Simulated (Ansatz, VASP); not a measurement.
# SrTiO3 (Tausonite): VASP beside Ansatz, part 2 of 2

One calculation is typed for both programs; each brings its own data sets and cutoff. How far apart do they land?

VASP 6.6.1 and Ansatz 0.2.0.

So far. Step 3 (VASP: band structure, LDA): At this level the cell is under a tension of 6.3 GPa, so at these settings it is away from equilibrium.

## 4. Side by side

Known differences besides the potentials themselves: the two LDA forms differ slightly; the cutoff is 420 eV in Ansatz and 520 eV in VASP; Ansatz makes its cores anew for this functional, VASP keeps those of its PBE data sets; VASP's log shows a relativistic correction to its local exchange, Ansatz's none. Total energies have different zeros and are not compared.

Compared:

| quantity | Ansatz | VASP | difference |
| --- | --- | --- | --- |
| pressure (GPa) | -7.27 | -6.25 | -1.02 |
| pressure without Ansatz's Pulay correction (GPa) | -8.07 | -6.25 | -1.82 |
| gap over the path points (eV) | 1.763 | 1.725 | +0.038 |

Levels at points of the path, from each program's valence-band top (eV; 4 filled, then empty):

| k (reciprocal lattice) | Ansatz | VASP |
| --- | --- | --- |
| 0.000 0.000 0.000 | -1.19 -0.35 -0.35 -0.35 1.76 1.76 1.76 | -1.19 -0.36 -0.36 -0.36 1.73 1.73 1.73 |
| 0.000 0.100 0.000 | -1.28 -0.67 -0.42 -0.42 1.78 2.01 2.01 | -1.28 -0.68 -0.43 -0.43 1.74 1.97 1.97 |
| 0.000 0.200 0.000 | -1.51 -1.35 -0.54 -0.54 1.82 2.56 2.56 | -1.52 -1.36 -0.55 -0.55 1.78 2.52 2.52 |
| 0.000 0.300 0.000 | -1.98 -1.77 -0.64 -0.64 1.87 3.14 3.14 | -1.99 -1.78 -0.65 -0.65 1.84 3.11 3.11 |
| 0.000 0.433 0.000 | -2.35 -2.00 -0.72 -0.72 1.93 3.67 3.67 | -2.36 -2.02 -0.73 -0.73 1.89 3.64 3.64 |
| 0.000 0.500 0.000 | -2.40 -2.03 -0.73 -0.73 1.94 3.75 3.75 | -2.40 -2.05 -0.74 -0.74 1.90 3.71 3.71 |
| 0.100 0.500 0.000 | -2.19 -1.56 -0.96 -0.88 2.15 3.75 3.75 | -2.20 -1.56 -0.97 -0.89 2.12 3.71 3.72 |
| 0.200 0.500 0.000 | -2.01 -1.35 -1.18 -0.92 2.65 3.75 3.80 | -2.02 -1.36 -1.19 -0.92 2.61 3.72 3.76 |
| 0.333 0.500 0.000 | -1.74 -1.57 -1.55 -0.33 3.35 3.75 4.00 | -1.75 -1.57 -1.56 -0.33 3.31 3.72 3.96 |
| 0.433 0.500 0.000 | -1.70 -1.61 -1.58 -0.13 3.69 3.75 4.16 | -1.71 -1.61 -1.59 -0.13 3.65 3.72 4.12 |

Among the levels compared at these points, filled levels agree within 18 meV and empty ones within 38 meV. Ansatz's pressure holds a Pulay correction of 0.80 GPa; VASP's holds none.

## 5. What the set-up changes

Further runs change the set-up of one program: Ansatz's method, potentials or start, or VASP's data sets, cutoff or form of LDA. The table gives Ansatz less VASP for each quantity, since a change that brings one quantity closer may part another.

```
                                        run  pressure (GPa)  gap over the path points (eV)  pressure without Ansatz's Pulay correction (GPa)
                                   as above            -1.0                          0.038                                              -1.8
                       cores kept as stored           -0.84                          0.035                                              -1.6
          Ansatz's all-electron LAPW method           -0.90                          0.034                                                  
    Ansatz's larger PAW set (cutoff 910 eV)           -0.88                          0.034                                             -0.95
norm-conserving potentials (cutoff 1143 eV)            -1.3                          0.065
```

## 6. VASP: band structure, PBE

Levels along a path test the potential and the projectors away from the mesh points.

File INCAR:

```
SYSTEM = SrTiO3
PREC = Accurate
ENCUT = 520
EDIFF = 1E-06
NELM = 100
ISMEAR = 0
SIGMA = 0.02
LREAL = .FALSE.
ALGO = Normal
GGA = PE
NBANDS = 35
LORBIT = 11
LWAVE = .FALSE.
LCHARG = .FALSE.
KPAR = 8
```

File POSCAR:

```
SrTiO3
1.0
    3.9052800000      0.0000000000      0.0000000000
    0.0000000000      3.9052800000      0.0000000000
    0.0000000000      0.0000000000      3.9052800000
Sr Ti O
1 1 3
Direct
    0.5000000000      0.5000000000      0.5000000000
    0.0000000000      0.0000000000      0.0000000000
    0.5000000000      0.0000000000      0.0000000000
    0.0000000000      0.5000000000      0.0000000000
    0.0000000000      0.0000000000      0.5000000000
```

File KPOINTS:

```
Automatic mesh
0
Gamma
4 4 4
0 0 0
```

File KPOINTS_OPT:

```
Line mode
16
Line-mode
Reciprocal
  0.00000000   0.00000000   0.00000000 GAMMA
  0.00000000   0.50000000   0.00000000 X

  0.00000000   0.50000000   0.00000000 X
  0.50000000   0.50000000   0.00000000 M

  0.50000000   0.50000000   0.00000000 M
  0.00000000   0.00000000   0.00000000 GAMMA

  0.00000000   0.00000000   0.00000000 GAMMA
  0.50000000   0.50000000   0.50000000 R

  0.50000000   0.50000000   0.50000000 R
  0.00000000   0.50000000   0.00000000 X

  0.50000000   0.50000000   0.00000000 M
  0.50000000   0.50000000   0.50000000 R
```

Potentials, in the order of the species: Sr_sv, Ti_sv and O (PBE family, release 64).

Started as:

```sh
mpirun -np 8 vasp_std
```

Numbers of over 12 decimals in the logs are rounded to 6 here.

Log:

```text
[banner, memory and clock lines left out]
running    8 mpi-ranks, on    1 nodes
[...]
[... a notice as in an earlier step ...]

 LDA part: xc-table for (Slater+PW92), standard interpolation
 POSCAR, INCAR and KPOINTS ok, starting setup
[...]
entering main loop
       N       E                     dE             d eps       ncg     rms          rms(c)
DAV:   1     0.389520833637E+03    0.38952E+03   -0.19720E+04   700   0.124E+03
DAV:   2    -0.101634736212E+02   -0.39968E+03   -0.37179E+03   751   0.360E+02
DAV:   3    -0.483447013307E+02   -0.38181E+02   -0.37518E+02   867   0.112E+02
DAV:   4    -0.503215906670E+02   -0.19769E+01   -0.19679E+01  1034   0.210E+01
[...]
DAV:  13    -0.400581132289E+02    0.16418E-05   -0.16161E-04   860   0.807E-02    0.497E-02
DAV:  14    -0.400581091550E+02    0.40739E-05   -0.13328E-05   865   0.406E-02    0.115E-02
DAV:  15    -0.400581095969E+02   -0.44190E-06   -0.17959E-06   745   0.883E-03
   1 F= -.40058110E+02 E0= -.40058110E+02  d E =-.793596E-21
 Start KPOINTS_OPT (optional k-point list driver)
k-point batch [1-10\96]
       N       E                     dE             ncg
DAV:   1    -0.328855305068E+03   -0.23859E+04      700
DAV:   2    -0.393683010332E+04   -0.36080E+04      804
DAV:   3    -0.426736460473E+04   -0.33053E+03      909
DAV:   4    -0.427823131110E+04   -0.10867E+02     1032
DAV:   5    -0.427859362009E+04   -0.36231E+00      922
DAV:   6    -0.427859738062E+04   -0.37605E-02      943
DAV:   7    -0.427859754314E+04   -0.16252E-03      884
DAV:   8    -0.427859754442E+04   -0.12769E-05      643
DAV:   9    -0.427859754445E+04   -0.38196E-07      630
[...]
k-point batch [91-96\96]
       N       E                     dE             ncg
DAV:   1     0.616003866064E+04   -0.96534E+04      420
DAV:   2     0.391319758244E+04   -0.22468E+04      460
DAV:   3     0.368588471374E+04   -0.22731E+03      566
DAV:   4     0.367581583494E+04   -0.10069E+02      560
DAV:   5     0.367558842523E+04   -0.22741E+00      517
DAV:   6     0.367558350898E+04   -0.49163E-02      581
DAV:   7     0.367558339916E+04   -0.10982E-03      533
DAV:   8     0.367558339645E+04   -0.27081E-05      397
DAV:   9     0.367558339634E+04   -0.11312E-06      336
```

Parts of OUTCAR (step 6):

```text
  Total        1.8605865      1.8605865      1.8605865      0.0000000      0.0000000     -0.0000000
  in kB       50.0499801     50.0499801     50.0499801      0.0000000      0.0000000     -0.0000000
  external PRESSURE =      50.0499801 kB  Pullay stress =       0.0000000 kB

 POSITION                                       TOTAL-FORCE (eV/Angst)
 -----------------------------------------------------------------------------------
      1.95264      1.95264      1.95264         0.000000      0.000000      0.000000
      0.00000      0.00000      0.00000         0.000000      0.000000      0.000000
      1.95264      0.00000      0.00000         0.000000      0.000000      0.000000
      0.00000      1.95264      0.00000         0.000000      0.000000      0.000000
      0.00000      0.00000      1.95264         0.000000      0.000000      0.000000
 -----------------------------------------------------------------------------------
    total drift:                               -0.000000     -0.000000      0.000000

  FREE ENERGIE OF THE ION-ELECTRON SYSTEM (eV)
  ---------------------------------------------------
  free  energy   TOTEN  =       -40.0581095969 eV

  energy  without entropy=      -40.0581095969  energy(sigma->0) =      -40.05810960

[... 2 parts as in an earlier step ...]

[... 1 further part left out ...]
[key lines of the parts left out:]
E-fermi :   4.2968
```

LASPH is off, so gradient terms of the non-spherical density inside the spheres are left out; for open d or f shells this can shift gaps and moments. At this level the cell is under a pressure of 5.0 GPa, so at these settings it is away from equilibrium.

## 7. Ansatz: band structure, PBE

The same cell, functional, mesh and smearing now go to Ansatz, which takes its cutoff from its data sets.

File input.yaml:

```yaml
crystal:
  lattice:
    - [3.90528, 0.0, 0.0]
    - [0.0, 3.90528, 0.0]
    - [0.0, 0.0, 3.90528]
  atoms:
    - { symbol: Sr, position: [0.5, 0.5, 0.5] }
    - { symbol: Ti, position: [0.0, 0.0, 0.0] }
    - { symbol: O, position: [0.5, 0.0, 0.0] }
    - { symbol: O, position: [0.0, 0.5, 0.0] }
    - { symbol: O, position: [0.0, 0.0, 0.5] }
hamiltonian:
  xc: pbe
  pseudopotentials: { kind: paw }
kpoints:
  mp_grid: { grid: [4, 4, 4] }
  band_path:
    path:
      - [0.0, 0.0, 0.0]
      - [0.0, 0.1, 0.0]
      - [0.0, 0.2, 0.0]
      - [0.0, 0.3, 0.0]
      - [0.0, 0.43333, 0.0]
      - [0.0, 0.5, 0.0]
      - [0.1, 0.5, 0.0]
      - [0.2, 0.5, 0.0]
      - [0.33333, 0.5, 0.0]
      - [0.43333, 0.5, 0.0]
      - [0.5, 0.5, 0.0]
      - [0.36667, 0.36667, 0.0]
      - [0.26667, 0.26667, 0.0]
      - [0.16667, 0.16667, 0.0]
      - [0.06667, 0.06667, 0.0]
      - [0.03333, 0.03333, 0.03333]
      - [0.13333, 0.13333, 0.13333]
      - [0.23333, 0.23333, 0.23333]
      - [0.33333, 0.33333, 0.33333]
      - [0.46667, 0.46667, 0.46667]
      - [0.5, 0.5, 0.5]
      - [0.46667, 0.5, 0.46667]
      - [0.36667, 0.5, 0.36667]
      - [0.23333, 0.5, 0.23333]
      - [0.13333, 0.5, 0.13333]
      - [0.03333, 0.5, 0.03333]
      - [0.5, 0.5, 0.03333]
      - [0.5, 0.5, 0.16667]
      - [0.5, 0.5, 0.26667]
      - [0.5, 0.5, 0.36667]
      - [0.5, 0.5, 0.5]
    npoints: 1
scf:
  occupations: { method: gaussian, width: 0.02 }
  n_extra_bands: 8
output:
  forces: true
  stress: true
  eigenvalues: true
```

Started as:

```sh
ansatz run input.yaml --threads 2 --pin off --max-ram 4608MiB --backend cpu --events-out ev --progress --plain --runs-dir out
```

Log:

```text
[...]
Crystal: 5 atoms, lattice volume = 59.560 Å³
Basis set: ecut = 420 eV, 1189 PW (Γ), exchange–correlation on 54×54×54 points (8 copies of the dense FFT grid, shifted against one another)
Bands: 28, of which v1, the nominal top of the filled ones, is band 20 counted from 1 (19 counted from 0)
Symmetry: 48 space group operations
[...]
k-points: 10 of 64
[...]
k-point 0: bands = [... 16 lower, 8.8231, 9.6502, 9.6502, 9.6502, 11.8634, 11.8634, 11.8634, 14.3204, ... 4 higher]
  k-point 1: bands = [... 16 lower, 8.3326, 8.3901, 9.4082, 9.4082, 11.9437, 12.9205, 12.9205, 14.3295, ... 4 higher]
  k-point 2: bands = [... 16 lower, 7.6457, 8.0230, 9.2741, 9.2741, 12.0280, 13.7840, 13.7840, 14.3349, ... 4 higher]
  k-point 9: bands = [... 16 lower, 6.2708, 9.9960, 9.9960, 9.9960, 14.4645, 14.4645, 14.4645, 16.9699, ... 4 higher]
[key lines of the parts left out:]
SCF converged after 6 iterations
Free energy (F): -7754.450762 eV
Fermi energy:    10.929680 eV
P = ⅓ Tr σ = 4.3315 GPa (43.315 kbar)
```

Run time: 1.6 s. Hardware: 2 threads of Arm Neoverse V2, shared host; peak memory 0.3 GiB; 2.7 s of CPU time.

## 8. Comparison

What differs besides the data sets and the points named for the pairs above, as far as they apply: VASP leaves aspherical gradient terms in its spheres out (LASPH is not set), Ansatz keeps them. Total energies have different zeros and are not compared.

The two programs side by side:

```csv
quantity,Ansatz,VASP,difference
pressure (GPa),4.33,5.00,-0.67
pressure without Ansatz's Pulay correction (GPa),3.75,5.00,-1.25
gap over the path points (eV),1.867,1.834,+0.033
```

Levels at points of the path, from each program's valence-band top (eV; 4 filled, then empty):

| k (reciprocal lattice) | Ansatz | VASP |
| --- | --- | --- |
| 0.000 0.000 0.000 | -1.17 -0.35 -0.35 -0.35 1.87 1.87 1.87 | -1.17 -0.36 -0.36 -0.36 1.83 1.83 1.83 |
| 0.000 0.100 0.000 | -1.26 -0.67 -0.41 -0.41 1.88 2.10 2.10 | -1.26 -0.68 -0.42 -0.42 1.85 2.07 2.07 |
| 0.000 0.200 0.000 | -1.48 -1.33 -0.53 -0.53 1.92 2.63 2.63 | -1.48 -1.34 -0.54 -0.54 1.89 2.60 2.60 |
| 0.000 0.300 0.000 | -1.95 -1.73 -0.63 -0.63 1.97 3.20 3.20 | -1.96 -1.73 -0.65 -0.65 1.94 3.17 3.17 |
| 0.000 0.433 0.000 | -2.30 -1.94 -0.71 -0.71 2.02 3.72 3.72 | -2.31 -1.96 -0.72 -0.72 2.00 3.69 3.69 |
| 0.000 0.500 0.000 | -2.35 -1.97 -0.72 -0.72 2.03 3.79 3.79 | -2.36 -1.99 -0.73 -0.73 2.00 3.76 3.76 |
| 0.100 0.500 0.000 | -2.14 -1.52 -0.95 -0.86 2.24 3.79 3.79 | -2.15 -1.52 -0.96 -0.87 2.21 3.76 3.77 |
| 0.200 0.500 0.000 | -1.97 -1.34 -1.16 -0.90 2.72 3.79 3.85 | -1.98 -1.35 -1.17 -0.90 2.69 3.76 3.82 |
| 0.333 0.500 0.000 | -1.72 -1.55 -1.53 -0.32 3.40 3.79 4.05 | -1.73 -1.56 -1.54 -0.33 3.37 3.76 4.02 |
| 0.433 0.500 0.000 | -1.68 -1.59 -1.56 -0.12 3.73 3.80 4.21 | -1.70 -1.60 -1.57 -0.13 3.70 3.77 4.18 |

Among the levels compared at these points, filled levels agree within 16 meV and empty ones within 34 meV. Ansatz's pressure holds a Pulay correction of 0.58 GPa; VASP's holds none.

## 9. Other set-ups

Further runs change the set-up of one program: Ansatz's method, potentials or start, or VASP's data sets, cutoff or form of LDA. The table gives Ansatz less VASP for each quantity, since a change that brings one quantity closer may part another.

| run | pressure (GPa) | gap over the path points (eV) |
| --- | --- | --- |
| as above | -0.67 | 0.033 |
| Ansatz's all-electron LAPW method | -0.69 | 0.027 |

## 10. VASP: band structure, r2SCAN

Levels along a path test the potential and the projectors away from the mesh points.

Edit INCAR of step 6 so:

```diff
@@ -9,3 +9,4 @@
 ALGO = Normal
-GGA = PE
+METAGGA = R2SCAN
+LASPH = .TRUE.
 NBANDS = 35
```

POSCAR is that of step 6.

KPOINTS is that of step 6.

KPOINTS_OPT is that of step 6.

Started as:

```sh
mpirun -np 8 vasp_std
```

Log:

```text
[banner, memory and clock lines left out]
running    8 mpi-ranks, on    1 nodes
[...]
[... a notice as in an earlier step ...]

 [... a notice as in an earlier step ...]

 LDA part: xc-table for (None), standard interpolation
 POSCAR, INCAR and KPOINTS ok, starting setup
[...]
entering main loop
       N       E                     dE             d eps       ncg     rms          rms(c)
DAV:   1     0.366761951448E+03    0.36676E+03   -0.20050E+04   700   0.126E+03
DAV:   2    -0.442094572493E+02   -0.41097E+03   -0.38275E+03   762   0.370E+02
DAV:   3    -0.838029845457E+02   -0.39594E+02   -0.38842E+02   883   0.115E+02
DAV:   4    -0.861735008339E+02   -0.23705E+01   -0.23539E+01  1082   0.224E+01
[...]
DAV:  13    -0.633121776980E+02    0.57649E-04   -0.18804E-04   970   0.145E-01    0.753E-03
DAV:  14    -0.633121777529E+02   -0.54897E-07   -0.19311E-05   817   0.274E-02    0.593E-03
DAV:  15    -0.633121782640E+02   -0.51111E-06   -0.23612E-06   756   0.144E-02
   1 F= -.63312178E+02 E0= -.63312178E+02  d E =-.707759E-48
 Start KPOINTS_OPT (optional k-point list driver)
k-point batch [1-10\96]
       N       E                     dE             ncg
DAV:   1    -0.524122120052E+03   -0.25812E+04      700
DAV:   2    -0.428440545411E+04   -0.37603E+04      804
DAV:   3    -0.462628263463E+04   -0.34188E+03      906
DAV:   4    -0.463721145532E+04   -0.10929E+02     1024
DAV:   5    -0.463760206732E+04   -0.39061E+00      904
DAV:   6    -0.463760460832E+04   -0.25410E-02      972
DAV:   7    -0.463760466162E+04   -0.53297E-04      871
DAV:   8    -0.463760466229E+04   -0.67299E-06      664
[...]
k-point batch [91-96\96]
       N       E                     dE             ncg
DAV:   1     0.603976586283E+04   -0.97737E+04      420
DAV:   2     0.370503025454E+04   -0.23347E+04      452
DAV:   3     0.347028876414E+04   -0.23474E+03      550
DAV:   4     0.345894481426E+04   -0.11344E+02      576
DAV:   5     0.345871687673E+04   -0.22794E+00      509
DAV:   6     0.345871121744E+04   -0.56593E-02      584
DAV:   7     0.345871106272E+04   -0.15472E-03      520
DAV:   8     0.345871105670E+04   -0.60131E-05      416
DAV:   9     0.345871105640E+04   -0.30453E-06      376
```

From OUTCAR (step 10):

```text
  Total        0.4458552      0.4458552      0.4458552     -0.0000000      0.0000000     -0.0000000
  in kB       11.9935532     11.9935532     11.9935532     -0.0000000      0.0000000     -0.0000000
  external PRESSURE =      11.9935532 kB  Pullay stress =       0.0000000 kB

  FREE ENERGIE OF THE ION-ELECTRON SYSTEM (eV)
  ---------------------------------------------------
  free  energy   TOTEN  =       -63.3121782640 eV

  energy  without entropy=      -63.3121782640  energy(sigma->0) =      -63.31217826

[... 3 parts as in an earlier step ...]

[... 1 further part left out ...]
[key lines of the parts left out:]
E-fermi :   4.0548
```

The run ends at a pressure of 1.20 GPa.

## 11. Ansatz: band structure, r2SCAN

The same cell, functional, mesh and smearing now go to Ansatz, which takes its cutoff from its data sets.

Edit input.yaml of step 7 so:

```diff
@@ -12,3 +12,3 @@
 hamiltonian:
-  xc: pbe
+  xc: r2scan
   pseudopotentials: { kind: paw }
@@ -57 +57,5 @@
   eigenvalues: true
+  write_density: true
+  write_potential: true
+  elf: true
+  volumetric_format: npy
```

Started as:

```sh
ansatz run input.yaml --threads 2 --pin off --max-ram 4608MiB --backend cpu --events-out ev --progress --plain --runs-dir out
```

Log:

```text
[...]
Crystal: 5 atoms, lattice volume = 59.560 Å³
Basis set: ecut = 500 eV, 1503 PW (Γ), exchange–correlation on 120×120×120 points (64 copies of the dense FFT grid, shifted against one another)
Bands: 28, of which v1, the nominal top of the filled ones, is band 20 counted from 1 (19 counted from 0)
Symmetry: 48 space group operations
[...]
k-points: 10 of 64
[...]
k-point 0: bands = [... 16 lower, 8.4496, 9.2971, 9.2971, 9.2971, 11.9090, 11.9090, 11.9090, 14.2923, ... 4 higher]
  k-point 1: bands = [... 16 lower, 7.9849, 8.0320, 9.0519, 9.0519, 11.9846, 12.9397, 12.9397, 14.3009, ... 4 higher]
  k-point 2: bands = [... 16 lower, 7.3010, 7.6734, 8.9110, 8.9110, 12.0635, 13.8028, 13.8028, 14.3065, ... 4 higher]
  k-point 9: bands = [... 16 lower, 5.8816, 9.6636, 9.6636, 9.6636, 14.5011, 14.5011, 14.5011, 17.3495, ... 4 higher]
[key lines of the parts left out:]
SCF converged after 7 iterations
Free energy (F): -7774.707159 eV
Fermi energy:    10.786316 eV
P = ⅓ Tr σ = 0.2859 GPa (2.859 kbar)
```

Elapsed: 3.5 s, on 2 threads; peak memory 0.43 GiB.

## 12. Side by side

What differs besides the data sets and the points named for the pairs above, as far as they apply: VASP keeps PBE cores, Ansatz makes them for the functional; the cutoff is 500 eV in Ansatz and 520 eV in VASP. Total energies have different zeros and are not compared.

Compared:

```
                                        quantity  Ansatz   VASP  difference
                                  pressure (GPa)    0.29   1.20       -0.91
pressure without Ansatz's Pulay correction (GPa)    0.21   1.20       -0.99
                   gap over the path points (eV)   2.245  2.257      -0.012
```

Levels at points of the path, from each program's valence-band top (eV; 4 filled, then empty):

```csv
k (reciprocal lattice),Ansatz,VASP
0.000 0.000 0.000,-1.21 -0.37 -0.37 -0.37 2.25 2.25 2.25,-1.21 -0.38 -0.38 -0.38 2.26 2.26 2.26
0.000 0.100 0.000,-1.30 -0.69 -0.43 -0.43 2.26 2.47 2.47,-1.30 -0.70 -0.45 -0.45 2.27 2.48 2.48
0.000 0.200 0.000,-1.51 -1.35 -0.56 -0.56 2.30 2.99 2.99,-1.52 -1.37 -0.57 -0.57 2.31 3.00 3.00
0.000 0.300 0.000,-1.96 -1.75 -0.66 -0.66 2.35 3.55 3.55,-1.97 -1.76 -0.68 -0.68 2.36 3.57 3.57
0.000 0.433 0.000,-2.31 -1.96 -0.74 -0.74 2.39 4.07 4.07,-2.32 -1.98 -0.76 -0.76 2.41 4.09 4.09
0.000 0.500 0.000,-2.36 -1.99 -0.75 -0.75 2.40 4.14 4.14,-2.37 -2.01 -0.77 -0.77 2.42 4.16 4.16
0.100 0.500 0.000,-2.15 -1.53 -0.98 -0.89 2.60 4.14 4.15,-2.17 -1.53 -1.00 -0.91 2.62 4.16 4.17
0.200 0.500 0.000,-1.99 -1.37 -1.18 -0.90 3.07 4.14 4.22,-2.00 -1.38 -1.20 -0.91 3.09 4.16 4.24
0.333 0.500 0.000,-1.75 -1.58 -1.57 -0.32 3.75 4.14 4.43,-1.76 -1.59 -1.59 -0.33 3.77 4.17 4.45
0.433 0.500 0.000,-1.74 -1.62 -1.60 -0.12 4.08 4.15 4.59,-1.76 -1.63 -1.61 -0.13 4.10 4.17 4.61
```

Among the levels compared at these points, filled levels agree within 26 meV and empty ones within 27 meV. Ansatz's pressure holds a Pulay correction of 0.07 GPa; VASP's holds none.

## 13. What came out

- difference in pressure (band structure, LDA): -1.0 GPa
- difference in gap over the path points (band structure, PBE): 0.033 eV
- difference in pressure (band structure, PBE): -0.67 GPa
- difference in gap over the path points (band structure, r2SCAN): -0.012 eV
- difference in pressure (band structure, r2SCAN): -0.91 GPa

In words: The difference in pressure is -1.0 GPa (band structure, LDA), at about the 1 GPa picked in this series as the mark of a large difference. Band structure, LDA, Ansatz's larger PAW set (cutoff 910 eV): the difference in pressure without Ansatz's Pulay correction goes from -1.8 to -0.95 GPa. Band structure, LDA, norm-conserving potentials (cutoff 1143 eV): the difference in pressure goes from -1.0 to -1.3 GPa; the difference in gap over the path points goes from 0.038 to 0.065 eV. For band structure, PBE, no further run moves any of the tabulated differences by more than a quarter of its size. 3 further runs of this series are not shown here. How closely two codes agree says nothing of how well the functional describes the real material.

[Lines on the potential files, build, host, timing and source positions are cut from VASP's logs without a mark.]

[Logs are printed without paths, hosts, clocks, repeated set-up lines and the standing remarks that a program may print on its own settings, such as how far it seeks lower states.]

[Hosts, paths, dates, database ids (printed as entryN), source tags and the programs' standing remarks are cut or masked in the printed files.]
